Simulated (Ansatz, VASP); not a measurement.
# TiSi in two plane-wave programs

One calculation is typed for both programs; each brings its own data sets. How far apart do they land? The cell is generated by rule, not measured, and may not be a known phase. The cell is taken from a series of runs on this material, whose earlier steps may have relaxed, scaled, displaced or heated it; both programs get it as it stands. Other levels of theory on this material are compared in a session of their own.

Main program and level: Ansatz 0.2.0; plane waves, with VASP 6.6.1 beside it; zone-centre phonons at LDA.

The structure was built from a prototype and need not be the compound's stable phase.

### 1. Starting point

Symmetry: Fm-3m, No. 225, cubic system. The conventional cell has a = 4.991 Å, b = 4.991 Å, c = 4.991 Å, α = 90.00°, β = 90.00°, γ = 90.00°. Nearest to Ti lie 6 Si at 2.50 Å. Nearest to Si lie 6 Ti at 2.50 Å. Farther neighbours are not listed.

### 2. VASP: zone-centre phonons, LDA

Second derivatives magnify differences that forces hide, and they need a tight electronic threshold.

Lines of VASP's logs that name or quote its potential files are left out, and so is its time.

INCAR

```
SYSTEM = TiSi
PREC = Accurate
ENCUT = 500
EDIFF = 1E-08
NELM = 120
ISMEAR = 1
SIGMA = 0.15
LREAL = .FALSE.
ALGO = Normal
GGA = CA
NBANDS = 14
LASPH = .TRUE.
LORBIT = 11
LWAVE = .FALSE.
LCHARG = .FALSE.
ISIF = 2
IBRION = 8
GGA_COMPAT = .FALSE.
KPAR = 2
```

POSCAR

```
TiSi
1.0
    0.0000000000      2.4953965127      2.4953965127
    2.4953965127      0.0000000000      2.4953965127
    2.4953965127      2.4953965127      0.0000000000
Ti Si
1 1
Direct
    0.0000000000      0.0000000000      0.0000000000
    0.5000000000      0.5000000000      0.5000000000
```

KPOINTS

```
Automatic mesh
0
Gamma
12 12 12
0 0 0
```

PAW data sets: Ti_sv and Si (LDA family, release 64).

On the command line:

```
$ mpirun -np 2 vasp_std
```

Numbers of over 12 decimals in the logs are rounded to 6 here.

The program printed:

```text
[banner, memory and clock lines left out]
running    2 mpi-ranks, on    1 nodes
 distrk:  each k-point on    1 cores,    2 groups
 distr:  one band on    1 cores,    1 groups

 POSCAR found type information on POSCAR TiSi
 POSCAR found :  2 types and       2 ions
 LDA part: xc-table for (Slater(with rela. corr.)+CA(PZ))
 , standard interpolation
 POSCAR, INCAR and KPOINTS ok, starting setup
 FFT: planning ... GRIDC
 FFT: planning ... GRID_SOFT
 FFT: planning ... GRID
 WAVECAR not read
 entering main loop
       N       E                     dE             d eps       ncg     rms          rms(c)
DAV:   1     0.107440823492E+03    0.10744E+03   -0.77671E+03  2022   0.119E+03
DAV:   2    -0.113271387048E+02   -0.11877E+03   -0.11417E+03  2070   0.314E+02
DAV:   3    -0.175901145522E+02   -0.62630E+01   -0.61222E+01  3188   0.691E+01
DAV:   4    -0.177549325224E+02   -0.16482E+00   -0.16467E+00  2280   0.103E+01
DAV:   5    -0.177616119851E+02   -0.66795E-02   -0.66791E-02  2960   0.185E+00    0.124E+01
DAV:   6    -0.156823694930E+02    0.20792E+01   -0.85142E+00  2490   0.382E+01    0.418E+00
DAV:   7    -0.155286444272E+02    0.15373E+00   -0.15069E+00  2280   0.150E+01    0.301E+00
DAV:   8    -0.155522600776E+02   -0.23616E-01   -0.19938E-01  2440   0.555E+00    0.176E+00
DAV:   9    -0.155155788675E+02    0.36681E-01   -0.75793E-02  2280   0.379E+00    0.328E-01
DAV:  10    -0.155157770036E+02   -0.19814E-03   -0.27173E-03  2376   0.451E-01    0.301E-01
DAV:  11    -0.155160621108E+02   -0.28511E-03   -0.46047E-04  2394   0.263E-01    0.241E-01
DAV:  12    -0.155157597648E+02    0.30235E-03   -0.58654E-04  2498   0.345E-01    0.391E-02
DAV:  13    -0.155157616884E+02   -0.19236E-05   -0.20878E-05  2212   0.427E-02    0.183E-02
DAV:  14    -0.155157614440E+02    0.24442E-06   -0.63567E-07  3186   0.685E-03    0.542E-03
DAV:  15    -0.155157613042E+02    0.13975E-06   -0.32449E-07  2560   0.719E-03    0.840E-04
DAV:  16    -0.155157613055E+02   -0.12869E-08   -0.19758E-08  2090   0.119E-03
   1 F= -.15515761E+02 E0= -.15515751E+02  d E =-.315145E-04
 Linear response reoptimize wavefunctions to high precision
DAV:   1    -0.155157613056E+02   -0.27285E-10   -0.78448E-10  1834   0.339E-04
 Linear response DOF=           2
 Linear response progress:
  Degree of freedom:   1/  2
       N       E                     dE             d eps       ncg     rms          rms(c)
RMM:   1    -0.692318147153E+00   -0.69232E+00    0.13067E+01  4630   0.136E+02
RMM:   2    -0.651920339564E+00    0.40398E-01   -0.40296E-01  7774   0.552E+00    0.190E-01
RMM:   3    -0.648251646240E+00    0.36687E-02   -0.16881E-02  8898   0.119E+00    0.982E-02
RMM:   4    -0.648045661093E+00    0.20599E-03   -0.90615E-03  9869   0.536E-01    0.292E-02
RMM:   5    -0.649182691776E+00   -0.11370E-02   -0.11972E-03  9757   0.194E-01    0.880E-03
RMM:   6    -0.649294887220E+00   -0.11220E-03   -0.29781E-04 10431   0.816E-02    0.786E-03
RMM:   7    -0.649693550990E+00   -0.39866E-03   -0.35497E-05  9087   0.375E-02    0.373E-03
RMM:   8    -0.649581075224E+00    0.11248E-03   -0.13775E-05  9843   0.180E-02    0.836E-04
RMM:   9    -0.649585128329E+00   -0.40531E-05   -0.50187E-06 10754   0.860E-03    0.504E-04
RMM:  10    -0.649599755898E+00   -0.14628E-04   -0.24437E-06 10138   0.443E-03    0.167E-04
RMM:  11    -0.649604012285E+00   -0.42564E-05   -0.16132E-06 10588   0.251E-03    0.123E-04
RMM:  12    -0.649610349112E+00   -0.63368E-05   -0.12598E-06  9538   0.158E-03    0.321E-05
RMM:  13    -0.649609402750E+00    0.94636E-06   -0.74429E-07 10793   0.102E-03    0.162E-05
RMM:  14    -0.649609588131E+00   -0.18538E-06   -0.61949E-07 10875   0.699E-04    0.190E-05
[...]
RMM:  19    -0.649610089374E+00   -0.55524E-08   -0.17695E-07 10995   0.229E-04    0.185E-05
RMM:  20    -0.649610353115E+00   -0.26374E-06   -0.14005E-07  8872   0.201E-04    0.152E-05
RMM:  21    -0.649610502670E+00   -0.14955E-06   -0.11153E-07  8926   0.173E-04    0.106E-05
RMM:  22    -0.649610758227E+00   -0.25556E-06   -0.88784E-08 10778   0.154E-04    0.312E-06
RMM:  23    -0.649610807467E+00   -0.49240E-07   -0.73367E-08 10007   0.123E-04    0.229E-06
RMM:  24    -0.649610864911E+00   -0.57444E-07   -0.58082E-08  8839   0.107E-04    0.920E-07
RMM:  25    -0.649610885567E+00   -0.20656E-07   -0.48294E-08  9731   0.909E-05    0.623E-07
RMM:  26    -0.649610883739E+00    0.18277E-08   -0.37173E-08  7055   0.776E-05    0.915E-07
 first order change of Fermi-energy   0.58002E-03
 force on displaced ion       1 direction 1 : -11.553   0.000   0.000
 Linear response progress:
  Degree of freedom:   2/  2
       N       E                     dE             d eps       ncg     rms          rms(c)
RMM:   1    -0.193433773594E-01   -0.19343E-01   -0.10098E-02  9026   0.151E+00
RMM:   2    -0.170628007715E-01    0.22806E-02   -0.23886E-03  9248   0.306E-01    0.644E-02
RMM:   3    -0.172758459145E-01   -0.21305E-03   -0.38656E-04  9434   0.124E-01    0.342E-02
RMM:   4    -0.175760903413E-01   -0.30024E-03   -0.14849E-04  9511   0.720E-02    0.739E-03
RMM:   5    -0.175861688444E-01   -0.10079E-04   -0.26565E-05 10347   0.304E-02    0.231E-03
RMM:   6    -0.176018527165E-01   -0.15684E-04   -0.56937E-06 10666   0.134E-02    0.571E-04
RMM:   7    -0.176000829941E-01    0.17697E-05   -0.12257E-06 10430   0.572E-03    0.288E-04
RMM:   8    -0.176000229895E-01    0.60005E-07   -0.45838E-07 10533   0.294E-03    0.201E-04
RMM:   9    -0.176001483502E-01   -0.12536E-06   -0.25730E-07 10466   0.146E-03    0.430E-05
RMM:  10    -0.175998479769E-01    0.30037E-06   -0.26538E-07 10753   0.757E-04    0.327E-05
RMM:  11    -0.175998515965E-01   -0.36197E-08   -0.45214E-07 11024   0.347E-04    0.165E-05
RMM:  12    -0.175998680750E-01   -0.16478E-07   -0.20705E-07 10362   0.193E-04    0.761E-06
RMM:  13    -0.175998664774E-01    0.15976E-08   -0.94813E-08 10768   0.917E-05    0.489E-06
 first order change of Fermi-energy   0.55989E-03
 force on displaced ion       2 direction 1 : -11.544   0.000   0.000
 Linear response finished
```

OUTCAR, selected parts (step 2):

```text
ion  position               nearest neighbor table
   1  0.000  0.000  0.000-   2 2.50   2 2.50   2 2.50   2 2.50   2 2.50   2 2.50
   2  0.500  0.500  0.500-   1 2.50   1 2.50   1 2.50   1 2.50   1 2.50   1 2.50

  LATTYP: Found a face centered cubic cell.
 ALAT       =     4.9907930254

 Subroutine GETGRP returns: Found 48 space group operations
 (whereof 48 operations were pure point group operations)

The static configuration has the point symmetry O_h .

 Found     72 irreducible k-points:

   k-points           NKPTS =     72   k-points in BZ     NKDIM =     72   number of bands    NBANDS=     14

   dimension x,y,z NGX =    28 NGY =   28 NGZ =   28
   dimension x,y,z NGXF=    56 NGYF=   56 NGZF=   56

   ENCUT  =  500.0 eV  36.75 Ry    6.06 a.u.   6.43  6.43  6.43*2*pi/ulx,y,z

   NELECT =      16.0000    total number of electrons

 k-points in reciprocal lattice and weights: Automatic mesh
   0.00000000  0.00000000  0.00000000       0.001
   0.08333333  0.00000000  0.00000000       0.005
   0.16666667  0.00000000  0.00000000       0.005
   0.25000000  0.00000000  0.00000000       0.005
   0.33333333  0.00000000  0.00000000       0.005
   0.41666667  0.00000000  0.00000000       0.005
   0.50000000  0.00000000  0.00000000       0.002
   0.08333333  0.08333333  0.00000000       0.003
   0.16666667  0.08333333  0.00000000       0.014
[...]
-0.33333333  0.50000000  0.16666667       0.007
  -0.25000000  0.50000000  0.25000000       0.003

 average (electrostatic) potential at core
       1 -71.8396       2 -81.3484

  Total        0.0380807      0.0380807      0.0380807     -0.0000000     -0.0000000      0.0000000
  in kB        1.9632090      1.9632090      1.9632090     -0.0000000     -0.0000000      0.0000000
  external PRESSURE =       1.9632090 kB  Pullay stress =       0.0000000 kB

  energy-cutoff  :      500.00
  volume of cell :       31.08
      direct lattice vectors                 reciprocal lattice vectors
     0.000000000  2.495396513  2.495396513    -0.200368958  0.200368958  0.200368958
     2.495396513  0.000000000  2.495396513     0.200368958 -0.200368958  0.200368958
     2.495396513  2.495396513  0.000000000     0.200368958  0.200368958 -0.200368958

 POSITION                                       TOTAL-FORCE (eV/Angst)
 -----------------------------------------------------------------------------------
      0.00000      0.00000      0.00000        -0.000000      0.000000     -0.000000
      2.49540      2.49540      2.49540         0.000000      0.000000      0.000000
 -----------------------------------------------------------------------------------
    total drift:                               -0.000000      0.000000      0.000000

 Eigenvectors and eigenvalues of the dynamical matrix
 ----------------------------------------------------

   1 f  =   12.626530 THz    79.334831 2PiTHz  421.175721 cm-1    52.219111 meV
             X         Y         Z           dx          dy          dz
      0.000000  0.000000  0.000000    -0.608184    0.000000    0.000000
      2.495397  2.495397  2.495397     0.793796    0.000000    0.000000

   2 f  =   12.626530 THz    79.334831 2PiTHz  421.175721 cm-1    52.219111 meV
             X         Y         Z           dx          dy          dz
      0.000000  0.000000  0.000000     0.000000    0.608184    0.000000
      2.495397  2.495397  2.495397    -0.000000   -0.793796    0.000000

   3 f  =   12.626530 THz    79.334831 2PiTHz  421.175721 cm-1    52.219111 meV
             X         Y         Z           dx          dy          dz
      0.000000  0.000000  0.000000     0.000000    0.000000   -0.608184
      2.495397  2.495397  2.495397     0.000000    0.000000    0.793796

   4 f/i=    0.002323 THz     0.014597 2PiTHz    0.077492 cm-1     0.009608 meV
             X         Y         Z           dx          dy          dz
      0.000000  0.000000  0.000000    -0.400900   -0.685122    0.000000
      2.495397  2.495397  2.495397    -0.307158   -0.524920    0.000000

   5 f/i=    0.002323 THz     0.014597 2PiTHz    0.077492 cm-1     0.009608 meV
             X         Y         Z           dx          dy          dz
      0.000000  0.000000  0.000000    -0.685122    0.400900    0.000000
      2.495397  2.495397  2.495397    -0.524920    0.307158    0.000000

   6 f/i=    0.002323 THz     0.014597 2PiTHz    0.077492 cm-1     0.009608 meV
             X         Y         Z           dx          dy          dz
      0.000000  0.000000  0.000000     0.000000    0.000000    0.793796
      2.495397  2.495397  2.495397     0.000000    0.000000    0.608184

 ELASTIC MODULI CONTR FROM IONIC RELAXATION (kBar)
 Direction    XX          YY          ZZ          XY          YZ          ZX
 --------------------------------------------------------------------------------
 XX           0.0000      0.0000      0.0000      0.0000      0.0000      0.0000
 YY           0.0000      0.0000      0.0000      0.0000      0.0000      0.0000
 ZZ           0.0000      0.0000      0.0000      0.0000      0.0000      0.0000
 XY           0.0000      0.0000      0.0000      0.0000      0.0000      0.0000
 YZ           0.0000      0.0000      0.0000      0.0000      0.0000      0.0000
 ZX           0.0000      0.0000      0.0000      0.0000      0.0000      0.0000
 --------------------------------------------------------------------------------
```

### 3. Ansatz: zone-centre phonons, LDA

Ansatz runs on its default PAW (the set named soft_2) files.

The same cell, functional (in two slightly different forms), mesh and smearing now go to Ansatz, which takes its cutoff from its data sets.

input.yaml

```yaml
crystal:
  lattice:
    - [0.0, 2.4953965127, 2.4953965127]
    - [2.4953965127, 0.0, 2.4953965127]
    - [2.4953965127, 2.4953965127, 0.0]
  atoms:
    - { symbol: Ti, position: [0.0, 0.0, 0.0] }
    - { symbol: Si, position: [0.5, 0.5, 0.5] }
kpoints:
  mp_grid: { grid: [12, 12, 12] }
hamiltonian:
  xc: lda
scf:
  occupations: { method: methfessel_paxton, width: 0.15 }
output:
  eigenvalues: true
phonons:
  method: dfpt
```

On the command line:

```
$ ansatz run input.yaml --threads 4 --pin off --max-ram 7168MiB --backend cpu --events-out ev --progress --plain --runs-dir out
```

The program printed:

```text
Engine: ansatz 0.2.0, aarch64-unknown-linux-gnu
Pseudopotentials: kind: paw
Pseudopotential: Ti, paw, valence charge 12, recommended cutoff 420 eV (normal), Ti.paw.azcp
Pseudopotential: Si, paw, valence charge 4, recommended cutoff 420 eV (normal), Si.paw.azcp
Functional definition: SPW92
  exchange = slater_x
  correlation = pw_c
Crystal: 2 atoms, lattice volume = 31.078 Å³
Basis set: ecut = 420 eV, 609 PW (Γ), exchange–correlation on 48×48×48 points (8 copies of the dense FFT grid, shifted against one another)
Bands: 12, of which v1, the nominal top of the filled ones, is band 8 counted from 1 (7 counted from 0)
Symmetry: 48 space group operations
k-points: 163 of 1728 (irreducible under 8 space group operations, time reversal used)
Non-local potential: Ti, projectors of the file, l = 0: 3, l = 1: 2, l = 2: 3, l = 3: 1
Non-local potential: Si, projectors of the file, l = 0: 2, l = 1: 2, l = 2: 2
PAW form: soft (Blöchl's): semilocal exchange-correlation on the pseudo side does not see the compensation charge
PAW frozen core: Ti, regenerated for the run's functional, and the local potential with it (the file was generated under x = pbe(κ = 0.804, μ = 0.219515), c = pbe(β = 0.066725))
PAW frozen core: Si, regenerated for the run's functional, and the local potential with it (the file was generated under x = pbe(κ = 0.804, μ = 0.219515), c = pbe(β = 0.066725))
PAW one-centre angular grid: Ti, 590 points (default); XC on 64 Gauss nodes
PAW one-centre angular grid: Si, 110 points (default); XC on 64 Gauss nodes
Initial density: superposition of atomic densities (neutral atoms: chi_scale 0, normalization atom), corrected by the library's trained network
Initial wavefunctions: pseudopotential atomic-orbital guess
Functional: x = slater, c = lda
SCF iter   1: F=—  HF=-3059.964855 eV  |F-HF|=—  |Δ(HF+E_count)|=         —  Δρ=7.51e-3  dr2=1.37e-2  ethr=1.77e-3  ⟨swp⟩=5.0  Hψ=10584  notcnv=0
preconditioner: auto → none  [metal: Δε(μ)=0.044 eV  Ē_g=5.914 eV  σ=0.150 eV  W_gap=0.24  n_scr=8 (ndim 8)  ℏωp=18.8 eV  f_vac=0.000  D(μ)=0.62/eV (n_scr^D=0)  sad-step TF]
SCF iter   2: F=—  HF=-3059.962272 eV  |F-HF|=—  |Δ(HF+E_count)|=   2.58e-3  S|Δr|=    0.00e0  Δρ=4.37e-3  dr2=5.10e-3  ethr=8.57e-5  ⟨swp⟩=1.0  Hψ=3260  notcnv=0
SCF iter   3: F=—  HF=-3059.960713 eV  |F-HF|=—  |Δ(HF+E_count)|=   1.56e-3  S|Δr|=    0.00e0  Δρ=3.13e-4  dr2=2.19e-5  ethr=3.19e-5  ⟨swp⟩=2.0  Hψ=2559  notcnv=0
SCF iter   4: F=—  HF=-3059.960704 eV  |F-HF|=—  |Δ(HF+E_count)|=   8.42e-6  S|Δr|=    0.00e0  Δρ=6.30e-5  dr2=5.97e-7  ethr=1.37e-7  ⟨swp⟩=2.7  Hψ=3278  notcnv=0
SCF iter   5: F=—  HF=-3059.960706 eV  |F-HF|=—  |Δ(HF+E_count)|=   1.12e-6  S|Δr|=    0.00e0  Δρ=2.29e-5  dr2=9.05e-8  ethr=3.73e-9  ⟨swp⟩=2.3  Hψ=3303  notcnv=0
SCF iter   6: F=—  HF=-3059.960706 eV  |F-HF|=—  |Δ(HF+E_count)|=   5.28e-8  S|Δr|=    0.00e0  Δρ=4.92e-6  dr2=4.49e-9  ethr=5.65e-10  ⟨swp⟩=2.8  Hψ=3125  notcnv=0
SCF iter   7: F=—  HF=-3059.960706 eV  |F-HF|=—  |Δ(HF+E_count)|=   2.73e-9  S|Δr|=    0.00e0  Δρ=4.28e-7  dr2=3.52e-11  ethr=2.81e-11  ⟨swp⟩=2.6  Hψ=3234  notcnv=0
SCF iter   8: F=-3059.960706 eV  HF=-3059.960706 eV  |F-HF|=9.09e-13  |Δ(HF+E_count)|=  2.27e-11  S|Δr|=    0.00e0  Δρ=2.25e-8  dr2=1.03e-13  ethr=1.00e-12  ⟨swp⟩=5.0  Hψ=7217  notcnv=0
SCF 1 converged in 8 iterations: F = -3059.960706 eV  dr2 = 1.03e-13
  greatest PAW one-centre occupation: 0.999 electrons in one spin orbital (limit 2), on the Ti atom at site 0 (counted from 0), in its partial waves of l = 0
DFPT response loops at Γ: preconditioner auto → Kerker (q_TF=auto, 2.443 Å⁻¹) (partly filled bands, converged f_vac=0.000); β = 1.00, the filter's whole step (`scf.mixing.beta` (0.50) is not read by the response loops under this deck's `scf.mixing.preconditioner`; to damp them name `kerker` or `kerker_dos`, under which they read `scf.mixing.beta`, and type it under 1.00, their step now; both keys bind the ground state too); Broyden in place of MSR1
SCF converged after 8 iterations
Stability not checked: this state was not tested for a lower state beside it, because cold or Methfessel-Paxton smearing, or corrected tetrahedra, fill the levels in a way that the test cannot read (fill_not_monotonic; see scf.lower_state_search)
Free energy (F): -3059.960706 eV
Harris-Foulkes:  -3059.960706 eV  (|F-HF|=9.09e-13)
Internal energy: -3059.960673 eV  (E = F + TS)
E sigma→0 (E₀):  -3059.960697 eV
Entropy (-TS):   -0.000033 eV (-0.016 meV/atom)
Fermi energy:    11.680805 eV
--- Per-component energies (eV) ---
  E_band       = -150.308709
  E_kinetic    = 316.445263
  E_local      = -977.300502  (includes V_loc(G=0)·N_el)
  E_nonlocal   = 40.497750
  E_hartree    = 408.294967
  E_xc         = -153.453321
  E_vxc        = -171.264734  (∫ρ·V_xc dr)
  E_paw        = -1485.661423  (= ΣΔE_a)
  E_vpaw       = -175.276506  (= ΣTr[D̂ρ^β])
  E_aug_tail   = 0.000096  (compensation charges beyond the density's cutoff)
  E_ewald      = -1209.193783
  E_core_change = 0.410281  (= ΣΔE_core)
  E_smearing   = -0.000033  (= −TS)
  E_closure    = -0.000000  (closes the sum)
  Σ components = -3059.960706   (vs F -3059.960706, Δ=0.00e0)
--- Band table (eV; the first three rows and the last of 163) ---
  k-point 0: bands = [... 4 lower, 1.2679, 11.6125, 11.6125, 11.6125, 12.0586, 12.0586, 15.2472, 15.2472]
  k-point 1: bands = [... 4 lower, 1.3968, 11.3652, 11.5872, 11.5872, 11.9215, 11.9215, 15.0221, 15.5995]
  k-point 2: bands = [... 4 lower, 1.7767, 10.6450, 11.1692, 11.1692, 12.0723, 12.0723, 14.6031, 16.4068]
  k-point 162: bands = [... 4 lower, 4.8558, 8.6549, 8.6549, 9.6401, 13.7238, 13.7238, 13.9141, 13.9691]
--- Phonons (Γ-DFPT): 2 representative perturbations + reference, on 163 of 1728 k-points (Σ response iterations 6) ---
  k mesh reduced under 8 symmetry operations, with k and −k counted as one. Each operation leaves every solved perturbation unchanged. A smaller set is not used because it would not reduce the number of displacements times k-points to solve
  ASR residual: 7.775e-6 → 0.000e0 eV/Å²; symmetrization residual: 3.064e-6 eV/Å²
  ASR residual per site (eV/Å²): 7.77e-6 4.90e-6
  Γ frequencies (cm⁻¹): 0.00 0.00 0.00 419.57 419.57 419.57
  non-analytic LO–TO correction: not included (Born effective charges unavailable; polar crystals: no LO–TO splitting at Γ)
```

### 4. Differences

Known differences besides the potentials themselves: the two LDA forms differ slightly; the cutoff is 420 eV in Ansatz and 500 eV in VASP; VASP's log shows a relativistic correction to its local exchange, Ansatz's none. Total energies have different zeros and are not compared.

Compared:

| quantity | Ansatz | VASP | difference |
| --- | --- | --- | --- |
| optical mode 1 to 3 (cm⁻¹) | 419.6 | 421.2 | -0.38 % |

Modes are paired by rising frequency, not by their patterns, so a pair may set unlike modes beside each other; they are those without the splitting of longitudinal modes.

### 5. Summary of results

```
r.m.s. difference of the optical zone-centre modes, each program's sorted by frequency (zone-centre phonons, LDA) : 1.6 cm⁻¹
```

The r.m.s. difference of the optical zone-centre modes, each program's sorted by frequency is 1.6 cm⁻¹ (zone-centre phonons, LDA). VASP runs on this material, other cells of it included, that failed, so that no pair exists: relaxation of cell and atoms, LDA (timeout). 3 further runs of this series are not shown here. Such differences can come from data sets, numerical settings and the points named under the comparisons, not from the functional's error against experiment.

[Lines on the potential files, build, host, timing and source positions are cut from VASP's logs without a mark.]

[Logs are printed without paths, hosts, clocks, repeated set-up lines and the standing remarks that a program may print on its own settings, such as how far it seeks lower states.]

[Hosts, paths, dates, database ids (printed as entryN), source tags and the programs' standing remarks are cut or masked in the printed files.]
